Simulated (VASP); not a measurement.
Given:

AsB is taken in the cubic space group F-43m (No. 216), the zinc blende structure, Pearson symbol cF8. Conventional cell: a = 4.7871 Å, b = 4.7871 Å, c = 4.7871 Å, α = 90.00°, β = 90.00°, γ = 90.00°. B on 4a has 4 As at 2.073 Å (tetrahedral). As on 4d has 4 B at 2.073 Å (tetrahedral). (Neighbours: up to the widest gap in distance over summed covalent radii, below 1.35, at either atom.)
(The calculation used a cell of 2 atoms; values per cell refer to that cell.)

Method: r2SCAN meta-GGA, VASP's PBE PAW potentials (set 64) (plane waves; VASP 6.6.1). Numerical set-up: 520 eV cut-off, 10×10×10 Γ-centred mesh, Gaussian smearing of 0.050 eV, potentials B As.

Task: Give the energy at these volumes per atom, relative to the lowest: 12.88, 13.30, 13.71, 14.12, 14.53 Å³.

Result: 24.7, 5.9, 0.0, 5.1, 19.5 meV/atom. A third-order Birch-Murnaghan fit gives B0 = 142 GPa and B0′ = 4.1.

Measured: bulk modulus 142 GPa (computed value off by +0.1 %), as given by PMC11618452 (zinc blende boron arsenide), quoting Tian et al.; a 4.777 Å (computed value off by +0.2 %), as given by M J Lucero et al., Journal of Physics Condensed Matter (2012), arXiv:1111.4515. The calculation is for a static lattice, while the measured bulk modulus, a hold thermal and zero-point effects, which are part of the difference.

The compound is BAs in the zinc blende structure. It was relaxed first.
